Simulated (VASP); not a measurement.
Given:

```xyz
4
Lattice="3.8177 0.0000 0.0000 -1.9088 3.3062 0.0000 0.0000 0.0000 6.5474" Properties=species:S:1:pos:R:3 pbc="T T T"
In     0.0000     0.0000     0.0000
In     0.0000     0.0000     3.2737
P      0.0000     2.2041     1.6369
P      1.9089     1.1021     4.9106
```

Method: PBEsol GGA, VASP's PBE PAW potentials (set 64) (plane waves; VASP). Numerical set-up: 400 eV cut-off, Gaussian smearing of 0.050 eV, potentials In_d P.

Unless said otherwise, spin-orbit coupling is left out, though it shifts the bands of the heavy elements here.

Estimate the band gap (along the path) with the smallest direct gap where there is one.

```json
{
 "band gap (along the path)": "none (metal, semimetal or under 0.01 eV)"
}
```

The structure was generated: InP was put into the NiAs type type (P6_3/mmc), which need not be its known phase. It was relaxed first, which changed the volume by +10 %.
